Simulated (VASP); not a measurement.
Method: optB88-vdW, VASP's PBE PAW potentials (set 64) (plane waves; VASP).

VASP input:

### INCAR
```
AGGAC  =  0.0
SYSTEM  =  Re
ALGO  =  Normal   # blocked Davidson
LWAVE  =  .FALSE.
ICHARG  =  11   # fixed density
LMAXMIX  =  6   # l cut-off of mixed one-centre charges
EDIFF  =  1E-7   # SCF stop (eV)
NELM  =  100   # most electronic steps
ISMEAR  =  0
SIGMA  =  0.05   # width (eV)
PARAM1  =  0.1833333333
LCHARG  =  .FALSE.
GGA  =  BO
PREC  =  Accurate
LASPH  =  .TRUE.   # aspherical one-centre terms
LREAL  =  .FALSE.   # projection in real space or not
PARAM2  =  0.22
ENCUT  =  520   # plane-wave cut-off (eV)
LUSE_VDW  =  .TRUE.
LORBIT  =  11
```

**POSCAR**
```
Re
1.0
  1.3906103165  -2.4086076047   0.0000000000
  1.3906103165   2.4086076047   0.0000000000
  0.0000000000   0.0000000000   4.4853499602
Re
2
Cart
  1.3906103165   0.8028708073   1.1213374900
  1.3906103165  -0.8028708073   3.3640124701
```

KPOINTS:
```
k-points along high-symmetry lines
10
Line-mode
Reciprocal
  0.000000   0.000000   0.000000 ! GAMMA
  0.000000   0.500000   0.000000 ! M

  0.000000   0.500000   0.000000 ! M
 -0.333333   0.666667   0.000000 ! K

 -0.333333   0.666667   0.000000 ! K
  0.000000   0.000000   0.000000 ! GAMMA

  0.000000   0.000000   0.000000 ! GAMMA
  0.000000   0.000000   0.500000 ! A

  0.000000   0.000000   0.500000 ! A
  0.000000   0.500000   0.500000 ! L

  0.000000   0.500000   0.500000 ! L
 -0.333333   0.666667   0.500000 ! H

 -0.333333   0.666667   0.500000 ! H
  0.000000   0.000000   0.500000 ! A

  0.000000   0.500000   0.500000 ! L
  0.000000   0.500000   0.000000 ! M

 -0.333333   0.666667   0.500000 ! H
 -0.333333   0.666667   0.000000 ! K
```

POTCAR, in this order: Re (PBE.64 set). Program: vasp_std. Read from the step before: CHGCAR.

Output

**OSZICAR**
```
       N       E                     dE             d eps       ncg     rms          rms(c)
DAV:   1     0.338976923182E+02    0.33898E+02   -0.70654E+03  3601   0.157E+03
DAV:   2    -0.129810833926E+02   -0.46879E+02   -0.40592E+02  3139   0.306E+02
DAV:   3    -0.190179749331E+02   -0.60369E+01   -0.47514E+01  3437   0.219E+02
DAV:   4    -0.193886677048E+02   -0.37069E+00   -0.32504E+00  3615   0.222E+01
DAV:   5    -0.194080323398E+02   -0.19365E-01   -0.18710E-01  3437   0.342E+00
DAV:   6    -0.194088538672E+02   -0.82153E-03   -0.81789E-03  3442   0.677E-01
DAV:   7    -0.194089459591E+02   -0.92092E-04   -0.91765E-04  3347   0.138E-01
DAV:   8    -0.194089529862E+02   -0.70271E-05   -0.70180E-05  3373   0.281E-02
DAV:   9    -0.194089539528E+02   -0.96661E-06   -0.96579E-06  2997   0.958E-03
DAV:  10    -0.194089540659E+02   -0.11307E-06   -0.11237E-06  2765   0.377E-03
DAV:  11    -0.194089540839E+02   -0.17979E-07   -0.17905E-07  2341   0.169E-03
   1 F= -.19408954E+02 E0= -.19406742E+02  d E =-.442471E-02
```

### OUTCAR
```
 val. band max:        7.5883241772   @ k =   0.0000   0.3889   0.5000

 cond. band min:       7.6004330020   @ k =   0.0000   0.0556   0.0000



 k-point     1 :       0.0000    0.0000    0.0000
  band No.  band energies     occupation
      1      -2.0682      2.00000
      2       1.1318      2.00000
      3       6.0134      2.00000
      4       6.0134      2.00000
      5       6.0218      2.00000
      6       6.8137      2.00000
      7       6.8137      2.00000
      8       7.6947      0.00515
      9       7.6947      0.00514
     10       8.3222      0.00000
     11      10.7819      0.00000

 k-point     2 :       0.0000    0.0556    0.0000
  band No.  band energies     occupation
      1      -1.9444      2.00000
      2       1.2484      2.00000
      3       5.6632      2.00000
      4       6.1256      2.00000
      5       6.3336      2.00000
      6       6.7269      2.00000
      7       6.9195      2.00000
      8       7.4865      1.99799
      9       7.6004      0.89512
     10       7.9386      0.00000
     11      10.8453      0.00000

 k-point     3 :       0.0000    0.1111    0.0000
  band No.  band energies     occupation
      1      -1.5833      2.00000
      2       1.5765      2.00000
      3       5.2538      2.00000
      4       6.4430      2.00000
      5       6.4584      2.00000
      6       6.6508      2.00000
      7       6.7284      2.00000
      8       7.2327      2.00000
      9       7.3521      2.00000
     10       7.6268      0.37978
     11      11.0038      0.00000

 k-point     4 :       0.0000    0.1667    0.0000
  band No.  band energies     occupation
      1      -1.0176      2.00000
      2       2.0342      2.00000
      3       4.8567      2.00000
      4       5.6710      2.00000
      5       6.1406      2.00000
      6       6.9992      2.00000
      7       7.0197      2.00000
      8       7.1693      2.00000
      9       7.3658      2.00000
     10       7.7381      0.00006
...
```

The density is held fixed in this step, so its total energy and stress have no physical meaning. Unless said otherwise, spin-orbit coupling is left out, though it shifts the bands of the heavy elements here.

The compound is Re in the hcp structure. It was relaxed first.
